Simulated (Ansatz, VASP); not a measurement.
# Cross-check of YTe between VASP and Ansatz

Wanted: the spread between two codes on one cell, functional and k mesh.

Calculated with Ansatz 0.2.0; plane waves, with VASP 6.6.1 beside it; single point at LDA.

The database entry behind the starting cell differs from later determinations by our own check (0.1 to 0.3 % short, probably kX units), so it need not match the best structure at ambient conditions.

## 1. The structure

Symmetry: Fm-3m, No. 225, cubic system. Conventional cell: a = 6.034 Å, b = 6.034 Å, c = 6.034 Å, α = 90.00°, β = 90.00°, γ = 90.00°. Nearest to Te lie 6 Y at 3.02 Å. Y has 6 Te at 3.02 Å nearest. Farther neighbours and most contacts between anions are not listed.

Coordinates:

```xyz
24
Lattice="0.0000 6.0344 6.0344 6.0344 0.0000 6.0344 9.0516 9.0516 0.0000" Properties=species:S:1:pos:R:3 pbc="T T T"
Te    0.0000    0.0000    0.0000
Te    3.0172    3.0172    0.0000
Te    6.0344    6.0344    0.0000
Te    3.0172    0.0000    3.0172
Te    6.0344    3.0172    3.0172
Te    9.0516    6.0344    3.0172
Te    0.0000    3.0172    3.0172
Te    3.0172    6.0344    3.0172
Te    6.0344    9.0516    3.0172
Te    3.0172    3.0172    6.0344
Te    6.0344    6.0344    6.0344
Te    9.0516    9.0516    6.0344
Y     3.0172    3.0172    3.0172
Y     6.0344    6.0344    3.0172
Y     9.0516    9.0516    3.0172
Y     6.0344    3.0172    6.0344
Y     9.0516    6.0344    6.0344
Y    12.0688    9.0516    6.0344
Y     3.0172    6.0344    6.0344
Y     6.0344    9.0516    6.0344
Y     9.0516   12.0688    6.0344
Y     6.0344    6.0344    9.0516
Y     9.0516    9.0516    9.0516
Y    12.0688   12.0688    9.0516
```

## 2. Ansatz: single point, LDA

Ansatz runs on its default PAW (the set named soft_2) files.

A single point gives forces, pressure and levels at one fixed geometry, so differences don't come from the geometry; what else differs is listed under the comparison.

File input.yaml:

```yaml
crystal:
  lattice:
    - [0.0, 6.0343869352, 6.0343869352]
    - [6.0343869352, 0.0, 6.0343869352]
    - [9.0515804028, 9.0515804028, 0.0]
  atoms:
    - { symbol: Te, position: [0.0, 0.0, 0.0] }
    - { symbol: Te, position: [0.0, 0.0, 0.3333333333] }
    - { symbol: Te, position: [0.0, 0.0, 0.6666666667] }
    - { symbol: Te, position: [0.0, 0.5, 0.0] }
    - { symbol: Te, position: [0.0, 0.5, 0.3333333333] }
    - { symbol: Te, position: [0.0, 0.5, 0.6666666667] }
    - { symbol: Te, position: [0.5, 0.0, 0.0] }
    - { symbol: Te, position: [0.5, 0.0, 0.3333333333] }
    - { symbol: Te, position: [0.5, 0.0, 0.6666666667] }
    - { symbol: Te, position: [0.5, 0.5, 0.0] }
    - { symbol: Te, position: [0.5, 0.5, 0.3333333333] }
    - { symbol: Te, position: [0.5, 0.5, 0.6666666667] }
    - { symbol: "Y", position: [0.25, 0.25, 0.1666666667] }
    - { symbol: "Y", position: [0.25, 0.25, 0.5] }
    - { symbol: "Y", position: [0.25, 0.25, 0.8333333333] }
    - { symbol: "Y", position: [0.25, 0.75, 0.1666666667] }
    - { symbol: "Y", position: [0.25, 0.75, 0.5] }
    - { symbol: "Y", position: [0.25, 0.75, 0.8333333333] }
    - { symbol: "Y", position: [0.75, 0.25, 0.1666666667] }
    - { symbol: "Y", position: [0.75, 0.25, 0.5] }
    - { symbol: "Y", position: [0.75, 0.25, 0.8333333333] }
    - { symbol: "Y", position: [0.75, 0.75, 0.1666666667] }
    - { symbol: "Y", position: [0.75, 0.75, 0.5] }
    - { symbol: "Y", position: [0.75, 0.75, 0.8333333333] }
hamiltonian:
  xc: lda
  pseudopotentials: { kind: paw }
kpoints:
  mp_grid: { grid: [4, 4, 3] }
scf:
  occupations: { method: methfessel_paxton, width: 0.2 }
  n_extra_bands: 10
output:
  forces: true
  stress: true
  eigenvalues: true
  write_density: true
  write_potential: true
  elf: true
  volumetric_format: npy
```

Run with:

```
$ ansatz run input.yaml --threads 4 --pin off --max-ram 18432MiB --backend cpu --events-out ev --progress --plain --runs-dir out
```

Numbers of over 12 decimals in the logs are rounded to 6 here.

Output:

```text
scf.n_extra_bands = 10 over 162 filled bands (N_el = 324.0): the run solves 172 bands
Engine: ansatz 0.2.0, aarch64-unknown-linux-gnu
Pseudopotentials: kind: paw
Pseudopotential: Te, paw, valence charge 16, recommended cutoff 420 eV (normal), Te.paw.azcp
Pseudopotential: Y, paw, valence charge 11, recommended cutoff 420 eV (normal), Y.paw.azcp
Functional definition: SPW92
  exchange = slater_x
  correlation = pw_c
Crystal: 24 atoms, lattice volume = 659.205 Å³
Basis set: ecut = 420 eV, 12925 PW (Γ)
Bands: 172, of which v1, the nominal top of the filled ones, is band 162 counted from 1 (161 counted from 0)
Symmetry: 48 space group operations
Space group: Fm-3m (ITA 225), of the structure as read, at distance tolerance 8.7e-5 Å
k-points: 17 of 48
Non-local potential: Te, projectors of the file, l = 0: 2, l = 1: 2, l = 2: 2, l = 3: 2
Non-local potential: Y, projectors of the file, l = 0: 3, l = 1: 2, l = 2: 2, l = 3: 1
PAW form: soft (Blöchl's): semilocal exchange-correlation on the pseudo side does not see the compensation charge
PAW frozen core: Te, regenerated for the run's functional, and the local potential with it (the file was generated under x = pbe(κ = 0.804, μ = 0.219515), c = pbe(β = 0.066725))
PAW frozen core: Y, regenerated for the run's functional, and the local potential with it (the file was generated under x = pbe(κ = 0.804, μ = 0.219515), c = pbe(β = 0.066725))
PAW one-centre angular grid: Te, 590 points (default); XC on 64 Gauss nodes
PAW one-centre angular grid: Y, 590 points (default); XC on 64 Gauss nodes
Initial density: superposition of atomic densities (neutral atoms: chi_scale 0, normalization atom), corrected by the library's trained network
Initial wavefunctions: pseudopotential atomic-orbital guess
Functional: x = slater, c = lda
SCF iter   1: F=—  HF=-126907.175177 eV  |F-HF|=—  |Δ(HF+E_count)|=         —  Δρ=5.20e-3  dr2=5.21e-2  ethr=1.77e-3  ⟨swp⟩=5.9  Hψ=12889  notcnv=0
preconditioner: auto → Kerker (q_TF=auto, 2.424 Å⁻¹)  [metal: Δε(μ)=0.011 eV  Ē_g=6.395 eV  σ=0.200 eV  W_gap=0.05  n_scr=166 (ndim 8)  ℏωp=15.0 eV  f_vac=0.000  D(μ)=15.02/eV (n_scr^D=88)]
SCF iter   2: F=—  HF=-126907.161745 eV  |F-HF|=—  |Δ(HF+E_count)|=   1.34e-2  S|Δr|=    0.00e0  Δρ=2.77e-3  dr2=1.56e-2  ethr=1.61e-5  ⟨swp⟩=2.1  Hψ=6205  notcnv=0
SCF iter   3: F=—  HF=-126907.159881 eV  |F-HF|=—  |Δ(HF+E_count)|=   1.86e-3  S|Δr|=    0.00e0  Δρ=4.46e-4  dr2=7.05e-4  ethr=4.81e-6  ⟨swp⟩=2.4  Hψ=5656  notcnv=0
SCF iter   4: F=—  HF=-126907.159967 eV  |F-HF|=—  |Δ(HF+E_count)|=   8.64e-5  S|Δr|=    0.00e0  Δρ=9.06e-5  dr2=5.55e-5  ethr=2.18e-7  ⟨swp⟩=1.4  Hψ=2934  notcnv=0
SCF iter   5: F=—  HF=-126907.159528 eV  |F-HF|=—  |Δ(HF+E_count)|=   4.40e-4  S|Δr|=    0.00e0  Δρ=6.42e-6  dr2=3.70e-7  ethr=1.71e-8  ⟨swp⟩=2.2  Hψ=4015  notcnv=0
SCF iter   6: F=-126907.159528 eV  HF=-126907.159528 eV  |F-HF|=2.82e-9  |Δ(HF+E_count)|=   4.09e-8  S|Δr|=    0.00e0  Δρ=1.46e-6  dr2=1.38e-8  ethr=3.09e-11  ⟨swp⟩=13.6  Hψ=22445  notcnv=0
SCF 1 converged in 6 iterations: F = -126907.159528 eV  dr2 = 1.38e-8
  greatest PAW one-centre occupation: 0.999 electrons in one spin orbital (limit 2), on the Te atom at site 11 (counted from 0), in its partial waves of l = 2
SCF converged after 6 iterations
Stability not checked: this state was not tested for a lower state beside it, because cold or Methfessel-Paxton smearing, or corrected tetrahedra, fill the levels in a way that the test cannot read (fill_not_monotonic; see scf.lower_state_search)
Free energy (F): -126907.159528 eV
Harris-Foulkes:  -126907.159528 eV  (|F-HF|=2.82e-9)
Internal energy: -126907.131853 eV  (E = F + TS)
E sigma→0 (E₀):  -126907.152609 eV
Entropy (-TS):   -0.027674 eV (-1.153 meV/atom)
Fermi energy:    12.452354 eV
Step filling:    the computed levels leave a gap of 0.0022 eV = 0.0 smearing widths at the electron count; against every level under it full and every level over it empty, smearing changes F+E_penalty+E_count by -20.944 meV and its σ→0 estimate by -14.026 meV
--- Per-component energies (eV) ---
  E_band       = -3865.703314
  E_kinetic    = 5896.209588
  E_local      = -20553.970219  (includes V_loc(G=0)·N_el)
  E_nonlocal   = -3001.640114
  E_hartree    = 11380.490009
  E_xc         = -3574.926150
  E_vxc        = -3678.682951  (∫ρ·V_xc dr)
  E_paw        = -86825.512612  (= ΣΔE_a)
  E_vpaw       = -5288.601912  (= ΣTr[D̂ρ^β])
  E_aug_tail   = -0.002281  (compensation charges beyond the density's cutoff)
  E_ewald      = -30239.879037
  E_core_change = 12.098964  (= ΣΔE_core)
  E_smearing   = -0.027674  (= −TS)
  E_closure    = 0.000000  (closes the sum)
  Σ components = -126907.159528   (vs F -126907.159528, Δ=0.00e0)
--- Forces (eV/Å), atoms counted from 1 ---
  atom   1  Te     0.00000000     0.00000000    -0.00000000
  atom   2  Te     0.00000000     0.00000000     0.00000000
  atom   3  Te    -0.00000000    -0.00000000    -0.00000000
  atom   4  Te     0.00000000     0.00000000     0.00000000
  atom   5  Te    -0.00000000     0.00000000     0.00000000
  atom   6  Te    -0.00000000    -0.00000000    -0.00000000
  atom   7  Te    -0.00000000     0.00000000    -0.00000000
  atom   8  Te     0.00000000    -0.00000000     0.00000000
  atom   9  Te     0.00000000     0.00000000    -0.00000000
  atom  10  Te     0.00000000     0.00000000     0.00000000
  atom  11  Te    -0.00000000    -0.00000000     0.00000000
  atom  12  Te     0.00000000     0.00000000    -0.00000000
  atom  13  Y     -0.00000000     0.00000000    -0.00000000
  atom  14  Y      0.00000000     0.00000000     0.00000000
  atom  15  Y      0.00000000    -0.00000000     0.00000000
  atom  16  Y      0.00000000     0.00000000    -0.00000000
  atom  17  Y     -0.00000000     0.00000000    -0.00000000
  atom  18  Y      0.00000000     0.00000000     0.00000000
  atom  19  Y     -0.00000000     0.00000000     0.00000000
  atom  20  Y      0.00000000    -0.00000000     0.00000000
  atom  21  Y     -0.00000000     0.00000000    -0.00000000
  atom  22  Y     -0.00000000    -0.00000000    -0.00000000
  atom  23  Y      0.00000000    -0.00000000     0.00000000
  atom  24  Y     -0.00000000    -0.00000000    -0.00000000
  max |Σ_I F_I| component: 3.26e-28 eV/Å
--- Stress (GPa, compression-positive) ---
       -0.266049      -0.088901       0.033831
       -0.088901      -0.266049       0.033831
        0.033831       0.033831      -0.188058
  P = ⅓ Tr σ = -0.2401 GPa (-2.401 kbar)
--- Band table (eV; the first three rows and the last of 17) ---
  k-point 0: bands = [... 158 lower, 11.3827, 11.3827, 11.3827, 12.1619, 12.1624, 12.1652, 12.8136, 12.8163, ... 6 higher]
  k-point 1: bands = [... 158 lower, 10.9670, 11.8521, 12.3548, 12.3548, 12.3694, 12.3708, 12.3842, 12.6114, ... 6 higher]
  k-point 2: bands = [... 158 lower, 11.8257, 11.9987, 12.2204, 12.3083, 12.4125, 12.4148, 12.4175, 13.0975, ... 6 higher]
  k-point 16: bands = [... 158 lower, 11.9132, 12.1519, 12.1519, 12.6072, 12.7565, 12.7565, 12.8792, 12.8792, ... 6 higher]
```

It took 44 s on 4 threads of Arm Neoverse V2, shared host; peak memory 3.2 GiB.

The run ends at a pressure of -0.24 GPa.

(Continued in part 2 of 2.)

[Lines on the potential files, build, host, timing and source positions are cut from VASP's logs without a mark.]

[Logs are printed without paths, hosts, clocks, repeated set-up lines and the standing remarks that a program may print on its own settings, such as how far it seeks lower states.]

[Hosts, paths, dates, database ids (printed as entryN), source tags and the programs' standing remarks are cut or masked in the printed files.]
